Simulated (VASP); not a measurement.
These are HSE06 screened hybrid, VASP's PBE PAW potentials (set 64) (plane waves; VASP) values and carry that method's errors.

VASP ran on this input.

File POSCAR:
```
Ga33As31
11.522210
  1.0000000366   0.0000000000   0.0000000000
  0.0000000000   1.0000000366   0.0000000000
  0.0000000000   0.0000000000   1.0000000366
Ga As
33 31
Direct
  0.4975388701   0.9992108392   0.0002846558
  0.7502206716   0.2520159824   0.0001563184
  0.7492681296   0.9988218544   0.2501102702
  0.0002541996   0.9987835028   0.9999628559
  0.2497705477   0.2470664824   0.0001041900
  0.5016710001   0.5003284268   0.0007080781
  0.7513394520   0.7498962652   0.9998544663
  0.2495766100   0.9988280081   0.2480138886
  0.4972319925   0.2446265158   0.2494826975
  0.6238727581   0.3857096624   0.3736617166
  0.7528257561   0.4960011936   0.2489414016
  0.5002064068   0.9986073634   0.4993408857
  0.7538830927   0.2434131798   0.5048923955
  0.7524645931   0.9991160465   0.7506202286
  0.0014726661   0.5008161209   0.9988992849
  0.2496691123   0.7491168751   0.0001539632
  0.0004379529   0.2522376917   0.2492767255
  0.2502928141   0.5003822139   0.2513845006
  0.5015694108   0.7484198011   0.2508826600
  0.0000459625   0.9992198836   0.5026520692
  0.2492559025   0.2515034548   0.5005653013
  0.4966510351   0.4953053179   0.5044784170
  0.7490715290   0.7485297233   0.4984712442
  0.2495393349   0.9986242762   0.7507120087
  0.4993635241   0.2517782879   0.7509005802
  0.7485680652   0.5009027316   0.7501813072
  0.0008387989   0.7503140394   0.2486057520
  0.0000146492   0.5009627885   0.4980927303
  0.2498774334   0.7497272255   0.5019300554
  0.0001001924   0.2470715302   0.7504293185
  0.2482672377   0.5010040163   0.7520976820
  0.4985791574   0.7498241915   0.7507408081
  0.0001814987   0.7491942539   0.7507017650
  0.6258846042   0.1252287566   0.1247735924
  0.8784379421   0.3761771177   0.1216838351
  0.8752772007   0.1253961058   0.3733902297
  0.1247060551   0.1249955521   0.1252751860
  0.3755841750   0.3758471689   0.1256588626
  0.6261083006   0.6259869198   0.1243934674
  0.8752491313   0.8753600553   0.1248743116
  0.3737445612   0.1243933001   0.3765383359
  0.8764632194   0.6268188650   0.3740628168
  0.6232678037   0.1248522644   0.6257495200
  0.8746728620   0.3766931605   0.6244872088
  0.8748240153   0.1252953118   0.8755851490
  0.1255394569   0.6253660062   0.1249693181
  0.3753208396   0.8740740103   0.1255679012
  0.1251083864   0.3754424117   0.3750287329
  0.3748292340   0.6257004883   0.3756700300
  0.6250532590   0.8748048779   0.3749350715
  0.1252273260   0.1250955485   0.6250165364
  0.3707812470   0.3753028599   0.6292428917
  0.6245671065   0.6260449880   0.6256278303
  0.8745457440   0.8741355348   0.6247524657
  0.3751445694   0.1250086609   0.8748535364
  0.6250757103   0.3755300350   0.8750402652
  0.8752281750   0.6253952722   0.8748074472
  0.1250874525   0.8762409036   0.3750729764
  0.1245733901   0.6252762533   0.6253135123
  0.3750192820   0.8753525377   0.6253356705
  0.1249176155   0.3755532501   0.8751602204
  0.3750470151   0.6252673219   0.8757774737
  0.6250036483   0.8763965822   0.8751230856
  0.1250053144   0.8747571336   0.8752242970
```

File KPOINTS:
```
Regular mesh
0
gamma
  1 1 1
0 0 0
```

**INCAR**
```
! general
SYSTEM   = Ga33As31
PREC     = Normal
ENCUT    = 400   ! plane-wave cut-off (eV)
LREAL    = Auto   ! projection in real space or not
LASPH    = .TRUE.   ! aspherical one-centre terms
ISYM     = 0

! electronic loop
EDIFF    = 1E-5
NELM     = 50
NELMIN   = 4
ALGO     = Normal   ! blocked Davidson
LMAXMIX  = 4

! smearing
ISMEAR   = 0   ! Gaussian
SIGMA    = 0.05   ! width (eV)

! functional
GGA      = PE   ! PBE
LHFCALC  = .TRUE.
AEXX     = 0.25
HFSCREEN = 0.2
PRECFOCK = Fast

! ions
ISIF     = 0

! output
LWAVE    = .FALSE.
LCHARG   = .FALSE.
```

POTCAR, in this order: Ga As (PBE.64 set). Program: vasp_gam. Read from the step before: WAVECAR.

Output

File OSZICAR:
```
       N       E                     dE             d eps       ncg     rms          rms(c)
DAV:   1    -0.307061464254E+03   -0.30706E+03   -0.26357E+01   320   0.126E+01    0.132E+01
DAV:   2    -0.307425792999E+03   -0.36433E+00   -0.83240E-01   352   0.139E+00    0.869E+00
DAV:   3    -0.307331163757E+03    0.94629E-01   -0.19430E-01   352   0.730E-01    0.520E+00
DAV:   4    -0.307307674782E+03    0.23489E-01   -0.88880E-02   360   0.399E-01    0.294E+00
DAV:   5    -0.307297005260E+03    0.10670E-01   -0.21985E-02   352   0.221E-01    0.171E+00
DAV:   6    -0.307289902633E+03    0.71026E-02   -0.12037E-02   352   0.199E-01    0.937E-01
DAV:   7    -0.307289675165E+03    0.22747E-03   -0.14333E-02   344   0.121E-01    0.490E-01
DAV:   8    -0.307290717708E+03   -0.10425E-02   -0.79682E-03   336   0.696E-02    0.313E-01
DAV:   9    -0.307289796281E+03    0.92143E-03   -0.30224E-03   352   0.103E-01    0.193E-01
DAV:  10    -0.307289265595E+03    0.53069E-03   -0.35359E-03   360   0.889E-02    0.877E-02
DAV:  11    -0.307289791075E+03   -0.52548E-03   -0.33541E-03   360   0.438E-02    0.697E-02
DAV:  12    -0.307289933109E+03   -0.14203E-03   -0.14817E-03   320   0.422E-02    0.769E-02
DAV:  13    -0.307289635092E+03    0.29802E-03   -0.78702E-04   360   0.543E-02    0.445E-02
DAV:  14    -0.307289653277E+03   -0.18185E-04   -0.11392E-03   344   0.378E-02    0.228E-02
DAV:  15    -0.307289803540E+03   -0.15026E-03   -0.78020E-04   352   0.189E-02    0.404E-02
DAV:  16    -0.307289762560E+03    0.40981E-04   -0.28248E-04   312   0.277E-02    0.356E-02
DAV:  17    -0.307289699304E+03    0.63256E-04   -0.27664E-04   344   0.269E-02    0.146E-02
DAV:  18    -0.307289739264E+03   -0.39959E-04   -0.31237E-04   352   0.144E-02    0.163E-02
DAV:  19    -0.307289761784E+03   -0.22520E-04   -0.15583E-04   272   0.114E-02    0.225E-02
DAV:  20    -0.307289736393E+03    0.25391E-04   -0.68497E-05   312   0.162E-02    0.150E-02
DAV:  21    -0.307289732121E+03    0.42723E-05   -0.96910E-05   336   0.122E-02
   1 F= -.30728973E+03 E0= -.30728973E+03  d E =-.467153E-05
```

File OUTCAR:
```
------------------------ aborting loop because EDIFF is reached ----------------------------------------
  volume of cell :     1529.70
      direct lattice vectors                 reciprocal lattice vectors
    11.522210421  0.000000000  0.000000000     0.086788903  0.000000000  0.000000000
     0.000000000 11.522210421  0.000000000     0.000000000  0.086788903  0.000000000
     0.000000000  0.000000000 11.522210421     0.000000000  0.000000000  0.086788903
  FREE ENERGIE OF THE ION-ELECTRON SYSTEM (eV)
  ---------------------------------------------------
  free  energy   TOTEN  =      -307.2897321206 eV

  energy  without entropy=     -307.2897274491  energy(sigma->0) =     -307.28972978

  exchange ACFDT corr.  =         0.00000000  see jH, gK, PRB 81, 115126
```
(Selected blocks of OUTCAR.)

The supercell is sampled at Γ alone, which is coarse: total energies, pressure and levels can be off, energies of defects by several tenths of an eV.

The cell is a supercell with a defect, built from GaAs (zinc blende): Ga_As. The cell's shape comes from a PBE relaxation. The run is not spin-polarised, so no state with unpaired spins was tried.
